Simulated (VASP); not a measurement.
YNb: equation of state with PBE

YNb:

```
Y Nb
1.0
     0.00000    2.95774    2.95774
     2.95774    0.00000    2.95774
     2.95774    2.95774    0.00000
Y Nb
1 1
Direct
  0.50000 0.50000 0.50000
  0.00000 0.00000 0.00000
```

The cell was built by a generator and needn't be a form met in nature.

- Program: VASP 6.6.1
- Task: equation of state
- Functional: PBE
- Potentials or basis: VASP PAW PBE potentials, release 64 (Y_sv, Nb_sv)
- Cutoff: 520 eV
- k mesh: 8 × 8 × 8
- Occupations: fermi-dirac, width 0.05 eV
- Spin: no spin polarisation
- Further INCAR settings: ALGO = Normal; EDIFF = 1e-07; NBANDS = 19

| Property | Result |
| --- | --- |
| Equilibrium volume | 25.86 Å³/atom |
| Bulk modulus | 55 GPa |
| Pressure derivative of the bulk modulus | 3.5 |

Energy against volume, from the lowest point:
```tsv
volume (Å³/atom)	energy (meV/atom)
24.322	17.28
24.840	7.38
25.357	1.75
25.875	0.00
26.392	1.80
26.910	6.85
27.427	14.87
```

All runs of the series together: 5.2 min on 1 thread of Intel(R) Xeon(R) Platinum 8259CL CPU @ 2.50GHz (Skylake/Cascade Lake), on a shared host.
